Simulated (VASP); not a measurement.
# Zn4Te3O (P6/mmm) in VASP: notebook

Runs on Zn4Te3O. Level: PBE. Tasks: relaxation of cell and atoms.

Everything below comes from runs of VASP 6.6.1. Logs are shortened: lines on timing, memory, paths and dates and some standing lists are left out, and cuts for length are marked.

## Step 1: Starting point

Symmetry: P6/mmm, No. 191, hexagonal system. Conventional cell: a = 6.118 Å, b = 6.118 Å, c = 5.407 Å, α = 90.00°, β = 90.00°, γ = 120.00°. Around Zn (site symmetry 3m) lie 3 Te at 2.10 Å and 1 Zn at 2.27 Å. Te (site symmetry mmm) is surrounded by 4 Zn at 2.10 Å. O (site symmetry 6/mmm) has 6 Te at 3.06 Å as nearest neighbours.

The cell was built by a generator and needn't be a form met in nature.

## Step 2: Relaxation of cell and atoms, PBE

INCAR reads:

```
PREC = Normal
ENCUT = 520
EDIFF = 1E-4
ISMEAR = 0
SIGMA = 0.15
LREAL = F
LASPH = T
NELM = 60
ALGO = Fast
ISIF = 3
LWAVE = F
LCHARG = F
GGA = PE
IBRION = 2
NSW = 24
EDIFFG = -0.08
```

KPOINTS reads:

```
Automatic mesh
0
Gamma
  3 3 3
```

POSCAR reads:

```
Zn4Te3O
1.0
    6.1181340700      0.0000000000      0.0000000000
   -3.0590670300      5.2984595200      0.0000000000
    0.0000000000      0.0000000000      5.4070064900
Zn Te O
4 3 1
Direct
    0.3333333300      0.6666666700      0.7904654700
    0.6666666700      0.3333333300      0.7904654700
    0.6666666700      0.3333333300      0.2095345300
    0.3333333300      0.6666666700      0.2095345300
    0.5000000000      0.0000000000      0.0000000000
    0.0000000000      0.5000000000      0.0000000000
    0.5000000000      0.5000000000      0.0000000000
    0.0000000000      0.0000000000      0.0000000000
```

Potentials or basis: VASP PAW PBE potentials, release 64 (Zn, Te, O).

The run is started by

```bash
$ cat potpaw_PBE.64/Zn/POTCAR potpaw_PBE.64/Te/POTCAR potpaw_PBE.64/O/POTCAR > POTCAR
$ mpirun -np 1 vasp_std > vasp.out
```

OUTCAR:

```text
PREC = Normal
   ENCUT = 520
   EDIFF = 1E-4
   ISMEAR = 0
   LREAL = F
   LASPH = T
   NELM = 60
   ISIF = 3
   GGA = PE
   IBRION = 2
   NSW = 24
   EDIFFG = -0.08

 ion  position               nearest neighbor table
   1  0.333  0.667  0.790-   5 2.10   6 2.10   7 2.10   4 2.27
   2  0.667  0.333  0.790-   5 2.10   6 2.10   7 2.10   3 2.27
   3  0.667  0.333  0.210-   5 2.10   6 2.10   7 2.10   2 2.27
   4  0.333  0.667  0.210-   5 2.10   6 2.10   7 2.10   1 2.27
   5  0.500  0.000  0.000-   1 2.10   2 2.10   3 2.10   4 2.10   7 3.06   7 3.06   6 3.06   6 3.06

   6  0.000  0.500  0.000-   1 2.10   2 2.10   3 2.10   4 2.10   5 3.06   5 3.06   7 3.06   7 3.06

   7  0.500  0.500  0.000-   1 2.10   2 2.10   3 2.10   4 2.10   5 3.06   5 3.06   6 3.06   6 3.06

   8  0.000  0.000  0.000-

  LATTYP: Found a hexagonal cell.
 ALAT       =     6.1181340700
 C/A-ratio  =     0.8837672447

  Lattice vectors:

 A1 = (   6.1181340700,   0.0000000000,   0.0000000000)
 A2 = (  -3.0590670300,   5.2984595200,   0.0000000000)
 A3 = (   0.0000000000,   0.0000000000,   5.4070064900)

Analysis of symmetry for initial positions (statically):
=====================================================================
 Subroutine PRICEL returns:
 Original cell was already a primitive cell.

 Routine SETGRP: Setting up the symmetry group for a
 hexagonal supercell.

 Subroutine GETGRP returns: Found 24 space group operations
 (whereof 24 operations were pure point group operations)
 out of a pool of 24 trial point group operations.

The static configuration has the point symmetry D_6h.

Analysis of symmetry for dynamics (positions and initial velocities):
=====================================================================
 Subroutine PRICEL returns:
 Original cell was already a primitive cell.

 Routine SETGRP: Setting up the symmetry group for a
 hexagonal supercell.

 Subroutine GETGRP returns: Found 24 space group operations
 (whereof 24 operations were pure point group operations)
 out of a pool of 24 trial point group operations.

The dynamic configuration has the point symmetry D_6h.

 Subroutine INISYM returns: Found 24 space group operations
 (whereof 24 operations are pure point group operations),
 and found     1 'primitive' translations

----------------------------------------------------------------------------------------

                                     Primitive cell

  volume of cell :     175.2772

  direct lattice vectors                    reciprocal lattice vectors
     6.118134070  0.000000000  0.000000000     0.163448527  0.094367051  0.000000000
    -3.059067030  5.298459520  0.000000000     0.000000000  0.188734102  0.000000000
     0.000000000  0.000000000  5.407006490     0.000000000  0.000000000  0.184945219

  length of vectors
     6.118134070  6.118134060  5.407006490     0.188734102  0.188734102  0.184945219

  position of ions in fractional coordinates (direct lattice)
     0.333333330  0.666666670  0.790465470
     0.666666670  0.333333330  0.790465470
     0.666666670  0.333333330  0.209534530
     0.333333330  0.666666670  0.209534530
     0.500000000  0.000000000  0.000000000
     0.000000000  0.500000000  0.000000000
     0.500000000  0.500000000  0.000000000
     0.000000000  0.000000000  0.000000000

  ion indices of the primitive-cell ions
   primitive index   ion index
                 1           1
                 2           2
                 3           3
                 4           4
                 5           5
                 6           6
                 7           7
                 8           8

----------------------------------------------------------------------------------------

 KPOINTS: Automatic mesh

Automatic generation of k-mesh.
 Grid dimensions read from file:
 generate k-points for:    3    3    3

 Generating k-lattice:

  Cartesian coordinates                     Fractional coordinates (reciprocal lattice)
     0.054482842  0.031455684  0.000000000     0.333333333  0.000000000  0.000000000
     0.000000000  0.062911367  0.000000000     0.000000000  0.333333333  0.000000000
     0.000000000  0.000000000  0.061648406     0.000000000  0.000000000  0.333333333

  Length of vectors
     0.062911367  0.062911367  0.061648406
[... 21 lines left out ...]
   dimension x,y,z NGXF=    72 NGYF=   72 NGZF=   60
   ions per type =               4   3   1
   NGX,Y,Z   is equivalent  to a cutoff of   9.78,  9.78,  9.22 a.u.
   NGXF,Y,Z  is equivalent  to a cutoff of  19.56, 19.56, 18.45 a.u.
 SYSTEM =  unknown system
   PREC   = normal    normal or accurate (medium, high low for compatibility)
   ISTART =      0    job   : 0-new  1-cont  2-samecut
   ICHARG =      2    charge: 1-file 2-atom 10-const
   ISPIN  =      1    spin polarized calculation?
   LNONCOLLINEAR =      F non collinear calculations
   LSORBIT =      F    spin-orbit coupling
   LASPH  =      T    aspherical Exc in radial PAW
   ENCUT  =  520.0 eV  38.22 Ry    6.18 a.u.  11.38 11.38 10.05*2*pi/ulx,y,z
   NELM   =     60;   NELMIN=  2; NELMDL= -5     # of ELM steps
   EDIFF  = 0.1E-03   stopping-criterion for ELM
   LREAL  =      F    real-space projection
   EDIFFG = -.8E-01   stopping-criterion for IOM
   NSW    =     24    number of steps for IOM
   IBRION =      2    ionic relax: 0-MD 1-quasi-New 2-CG
   NFREE  =      1    steps in history (QN), initial steepest desc. (CG)
   ISIF   =      3    stress and relaxation
   ISYM   =      2    0-nonsym 1-usesym 2-fastsym
   POTIM  = 0.5000    time-step for ionic-motion
   TEBEG  =    0.0;   TEEND  =   0.0 temperature during run
   PSTRESS=    0.0 pullay stress
   NELECT =      72.0000    total number of electrons
   NUPDOWN=      -1.0000    fix difference up-down
   EMIN   =  10.00;   EMAX   =-10.00  energy-range for DOS
   EFERMI =   0.00;   METHOD = LEGACY
   ISMEAR =     0;   SIGMA  =   0.15  broadening in eV -4-tet -1-fermi 0-gaus
   EFERMI_NEDOS =   21; number of points for ismear=-14 and -15
   IALGO  =     68    algorithm
   IMIX   =      4    mixing-type and parameters
     AMIX     =   0.40;   BMIX     =  1.00
     AMIX_MAG =   1.60;   BMIX_MAG =  1.00
  volume/ion in A,a.u.               =      21.91       147.85
  Fermi-wavevector in a.u.,A,eV,Ry     =   1.216962  2.299725 20.150194  1.480997
  Thomas-Fermi vector in A             =   2.352299
   LORBIT       =      0    0 simple, 1 ext, 2 COOP (PROOUT), +10 PAW based schemes
   GGA     = PE    functional components
   LHFCALC =     F    Hartree Fock is set to
   AEXX    =    0.0000 exact exchange contribution
   IVDW    =     0    specifies the selected vdW correction
   LEPSILON=     F    determine dielectric tensor
   LRPA    =     F    only Hartree local field effects (RPA)
 conjugate gradient relaxation of ions
 non-spin polarized calculation
 RMM-DIIS sequential band-by-band and
 Gauss-broadening in eV      SIGMA  =   0.15
  energy-cutoff  :      520.00
  volume of cell :      175.28
 maximum number of plane-waves:      4748
   NGX = 23   NGY = 23   NGZ = 21

--------------------------------------- Ionic step        1  -------------------------------------------

 number of electron      72.0000079 magnetization

 Free energy of the ion-electron system (eV)
  ---------------------------------------------------
  ext. energy  EPLUGINS =         0.00000000
  ---------------------------------------------------
  free energy    TOTEN  =        10.65153428 eV

  energy without entropy =       10.74873314  energy(sigma->0) =       10.70013371

------------------------ aborting loop because EDIFF is reached ----------------------------------------

  FORCE on cell =-STRESS in cart. coord.  units (eV):
  Direction    XX          YY          ZZ          XY          YZ          ZX
  --------------------------------------------------------------------------------------
  -------------------------------------------------------------------------------------
  Total       89.6288168     89.6288165     66.5206073      0.0000001      0.0000000      0.0000000
  in kB      819.2807382    819.2807356    608.0527916      0.0000008      0.0000000      0.0000000
  external PRESSURE =     748.8714218 kB  Pullay stress =       0.0000000 kB
[... 71 lines left out ...]
--------------------------------------- Ionic step        3  -------------------------------------------

 number of electron      71.9999676 magnetization

------------------------ aborting loop EDIFF was not reached (unconverged)  ----------------------------

  FORCE on cell =-STRESS in cart. coord.  units (eV):
  Direction    XX          YY          ZZ          XY          YZ          ZX
  --------------------------------------------------------------------------------------
  -------------------------------------------------------------------------------------
  Total        5.4075814      5.4075814     -8.2192331      0.0000000     -0.0000000      0.0000000
  in kB       28.4720576     28.4720575    -43.2759971      0.0000000     -0.0000000      0.0000000
  external PRESSURE =       4.5560393 kB  Pullay stress =       0.0000000 kB
[... 23 lines left out ...]
  FREE ENERGIE OF THE ION-ELECTRON SYSTEM (eV)
  ---------------------------------------------------
  free  energy   TOTEN  =       155.7965964555 eV

  energy  without entropy=      155.9410803350  energy(sigma->0) =      155.86883840

 E-fermi :  -0.2253     XC(G=0):  -7.0673

 val. band max:       -0.2346768406   @ k =   0.3333   0.3333   0.0000
 cond. band min:      -0.1053521349   @ k =   0.3333  -0.0000   0.0000
 fundamental gap:      0.1293247057
 Fermi energy:        -0.2252701468

 k-point     1 :       0.0000    0.0000    0.0000
  band No.  band energies     occupation
      1     -15.2159      2.00000
      2     -11.6472      2.00000
      3     -10.4616      2.00000
      4     -10.4616      2.00000
      5      -7.1713      2.00000
      6      -6.9067      2.00000
[... 265 lines left out ...]
     42       4.0274      0.00000
     43       4.0325      0.00000

[... ionic steps 4 to 10 ...]

--------------------------------------- Ionic step       11  -------------------------------------------

 number of electron      71.9999498 magnetization

------------------------ aborting loop because EDIFF is reached ----------------------------------------
[... 79 lines left out ...]
--------------------------------------- Ionic step       13  -------------------------------------------

 number of electron      71.9999721 magnetization

 Free energy of the ion-electron system (eV)
  ---------------------------------------------------
  ext. energy  EPLUGINS =         0.00000000
  ---------------------------------------------------
  free energy    TOTEN  =       -15.33524965 eV

  energy without entropy =      -15.26336083  energy(sigma->0) =      -15.29930524

 E-fermi :   1.3948     XC(G=0):  -7.8921

 val. band max:        1.2706443202   @ k =   0.0000   0.0000   0.0000
 cond. band min:       1.4218212215   @ k =   0.3333   0.3333   0.3333
 fundamental gap:      0.1511769013
 Fermi energy:         1.3948234423

 k-point     1 :       0.0000    0.0000    0.0000
  band No.  band energies     occupation
      1     -13.6553      2.00000
      2     -11.2218      2.00000
      3      -9.2168      2.00000
      4      -9.2168      2.00000
      5      -6.6393      2.00000
      6      -6.1049      2.00000
[... 300 lines left out ...]
  FREE ENERGIE OF THE ION-ELECTRON SYSTEM (eV)
  ---------------------------------------------------
  free  energy   TOTEN  =       -15.3352496486 eV

  energy  without entropy=      -15.2633608311  energy(sigma->0) =      -15.29930524

 reached required accuracy - stopping structural energy minimisation
```

It took 12 min on 1 thread of Intel Xeon Platinum 8259CL at 2.50GHz (Skylake/Cascade Lake), shared host; peak memory 0.23 GiB.

Results:

```
Free energy                            : -15.3352 eV
Relaxed volume                         : 31.31 Å³/atom
Relaxed cell                           : a = 6.791 Å, b = 6.791 Å, c = 6.271 Å, α = 90.00°, β = 90.00°, γ = 120.00°
Space group after relaxing (to 0.05 Å) : P6/mmm (No. 191)
Energy gained by relaxing              : 3248.3 meV/atom
Ionic steps                            : 13
Pressure after relaxing                : 0.1 GPa
Largest force after relaxing           : 0.073 eV/Å
Band gap on the k mesh                 : none (metal or under the smearing width)
```

Forces on the atoms (eV/Å):
```
Zn   0.000  0.000  0.073
Zn   0.000  0.000  0.073
Zn   0.000  0.000 -0.073
Zn   0.000  0.000 -0.073
Te   0.000  0.000  0.000
Te   0.000  0.000  0.000
Te   0.000  0.000  0.000
O    0.000  0.000  0.000
```

Stress tensor (GPa, compression positive):
```
-0.05  0.00  0.00
 0.00 -0.05  0.00
 0.00  0.00  0.40
```

The path:
```csv
step,energy change (eV),largest force (eV/Å),pressure (GPa),volume (Å³)
1,0.0000,16.9913,74.89,175.28
2,-3.8655,5.9657,-6.88,582.81
3,145.1451,0.1387,0.46,304.29
4,-22.7916,0.2221,-3.12,311.99
5,-25.0226,0.4651,-3.90,307.37
6,-25.6948,0.4375,-1.25,272.09
7,-25.7441,0.4068,-0.20,263.39
8,-25.7478,0.3924,0.34,260.50
9,-25.7473,0.4013,0.04,261.39
10,-25.8719,0.2577,-0.06,257.86
11,-25.9709,0.2278,-0.03,246.93
12,-25.9873,0.0965,0.35,249.94
13,-25.9868,0.0727,0.10,250.45
```

Final structure:
```
Zn Te O
1.0
     6.79074    0.00000    0.00000
    -3.39537    5.88095    0.00000
     0.00000    0.00000    6.27125
Zn Te O
4 3 1
Cartesian
  0.0000 3.9206 4.3096
  3.3954 1.9603 4.3096
  3.3954 1.9603 1.9616
  0.0000 3.9206 1.9616
  3.3954 0.0000 0.0000
  -1.6977 2.9405 0.0000
  1.6977 2.9405 0.0000
  0.0000 0.0000 0.0000
```

Caveat: the k mesh is coarse (spacing up to 0.40 Å⁻¹), so the values aren't converged; the volume moved by over 15 % at a fixed basis, so the end points are rough; the relaxation stopped at a loose force limit of 0.08 eV/Å, so its end isn't a converged minimum. Spin-orbit coupling is left out, which matters for the levels of Te.

## Step 3: Relaxation of cell and atoms, PBE

This run uses another cell than the first one, of 22.33 Å³/atom, 1.019 times its volume.

INCAR is that of step 2.

KPOINTS reads:

```
Automatic mesh
0
Gamma
  2 2 3
```

POSCAR reads:

```
Zn4Te3O
1.0
    6.3953441200      0.0000000000      0.0000000000
    0.0000000000      6.3953441200      0.0000000000
    0.0000000000      0.0000000000      4.3676523600
Zn Te O
4 3 1
Direct
    0.1698571100      0.5000000000      0.5000000000
    0.8301428900      0.5000000000      0.5000000000
    0.5000000000      0.1698571100      0.5000000000
    0.5000000000      0.8301428900      0.5000000000
    0.5000000000      0.0000000000      0.0000000000
    0.0000000000      0.5000000000      0.0000000000
    0.5000000000      0.5000000000      0.5000000000
    0.5000000000      0.5000000000      0.0000000000
```

Potentials or basis: VASP PAW PBE potentials, release 64 (Zn, Te, O).

The run is started by

```bash
$ cat potpaw_PBE.64/Zn/POTCAR potpaw_PBE.64/Te/POTCAR potpaw_PBE.64/O/POTCAR > POTCAR
$ mpirun -np 1 vasp_std > vasp.out
```

Run time: 8.1 min. Hardware: 1 thread of Intel Xeon Platinum 8259CL at 2.50GHz (Skylake/Cascade Lake), shared host; peak memory 0.21 GiB.

The run converged. Its results:

| Property | Result |
| --- | --- |
| Free energy | -18.5807 eV |
| Relaxed volume | 37.11 Å³/atom |
| Relaxed cell | a = 8.265 Å, b = 8.265 Å, c = 4.346 Å, α = 90.00°, β = 90.00°, γ = 90.00° |
| Space group after relaxing (to 0.05 Å) | P4/mmm (No. 123) |
| Energy gained by relaxing | 1261.1 meV/atom |
| Ionic steps | 21 |
| Pressure after relaxing | -0.1 GPa |
| Largest force after relaxing | 0.048 eV/Å |
| Band gap on the k mesh | none (metal or under the smearing width) |

Forces on the atoms (eV/Å):
```
Zn   0.048  0.000  0.000
Zn  -0.048  0.000  0.000
Zn   0.000  0.048  0.000
Zn   0.000 -0.048  0.000
Te   0.000  0.000  0.000
Te   0.000  0.000  0.000
Te   0.000  0.000  0.000
O    0.000  0.000  0.000
```

The path:
```
step  energy change (eV)  largest force (eV/Å)  pressure (GPa)  volume (Å³)
   1              0.0000                3.9707           37.72       178.64
   2             -7.5619                1.8091           -4.39       350.64
   3              3.1596                2.4440            1.37       272.48
   4             -8.3986                2.1132            0.27       282.67
   5             -9.6995                0.6276           -0.64       293.59
   6             -9.7614                0.5738           -0.34       295.06
   7             -9.8617                0.5393           -0.82       297.94
   8             -9.9834                0.5085           -0.47       303.39
   9             -9.8234                0.4767           -0.38       313.01
  10            -10.0025                0.4944           -0.56       305.49
  11            -10.0707                0.1919           -0.42       298.94
  12            -10.0744                0.0073           -0.15       295.75
  13            -10.0755                0.0662           -0.04       296.60
  14            -10.0749                0.1233           -0.10       297.58
  15            -10.0754                0.0886           -0.03       297.12
  16            -10.0837                0.0808           -0.06       296.03
  17            -10.0812                0.0783            0.63       294.02
  18            -10.0854                0.1020            0.43       295.14
  19            -10.0855                0.0955            0.14       295.35
  20            -10.0855                0.0845            0.36       295.28
  21            -10.0888                0.0476           -0.11       296.92
```

Final structure:
```xyz
8
Lattice="8.2654 0.0000 0.0000 0.0000 8.2654 0.0000 0.0000 0.0000 4.3462" Properties=species:S:1:pos:R:3 pbc="T T T"
Zn    1.4872    4.1327    2.1731
Zn    6.7782    4.1327    2.1731
Zn    4.1327    1.4872    2.1731
Zn    4.1327    6.7782    2.1731
Te    4.1327    0.0000    0.0000
Te    0.0000    4.1327    0.0000
Te    4.1327    4.1327    2.1731
O     4.1327    4.1327    0.0000
```

Levels at points of the mesh, in eV from the Fermi level:
```tsv
k point	band 33	band 34	band 35	band 36	band 37	band 38	band 39	band 40
(0.00, 0.00, 0.00)	-2.03	-1.05	-0.95	-0.55	-0.55	1.23	2.39	2.39
(0.50, 0.00, 0.00)	-2.05	-1.07	-1.00	-0.57	0.44	1.94	2.36	2.62
(0.50, 0.50, 0.00)	-1.82	-1.09	-1.09	0.44	0.44	2.53	2.62	2.72
```

Caveat: the k mesh is coarse (spacing up to 0.49 Å⁻¹), so the values aren't converged; the volume moved by over 15 % at a fixed basis, so the end points are rough; the relaxation stopped at a loose force limit of 0.08 eV/Å, so its end isn't a converged minimum. The run has no spin-orbit coupling, so splittings on Te are missing.
